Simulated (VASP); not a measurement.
Energy against volume of AlN (zinc blende). Computed with PBE0 hybrid, VASP's PBE PAW potentials (set 64) (plane waves; VASP). Settings: 520 eV cut-off, 8×8×8 Γ-centred mesh, Gaussian smearing of 0.050 eV, potentials Al N.

| V (Å³/atom) | E (eV/atom) |
|---|---|
| 9.697 | -9.12141 |
| 10.017 | -9.14663 |
| 10.336 | -9.15616 |
| 10.656 | -9.15221 |

### Question
Fit these four points and predict the energy of the run at 10.976 Å³/atom.

### Answer
A cubic in V^(−2/3), the third-order Birch-Murnaghan form, passes through the four points with V0 = 10.40 Å³/atom and B0 = 214 GPa, and gives -9.1366 eV/atom there. The run gave -9.1366 eV/atom, -0.0 meV/atom from the fit; all five points give B0 = 214 GPa.

The compound is AlN in the zinc blende structure, a metastable form; wurtzite is the usual one. It was relaxed first. The cell's shape comes from a PBE relaxation.
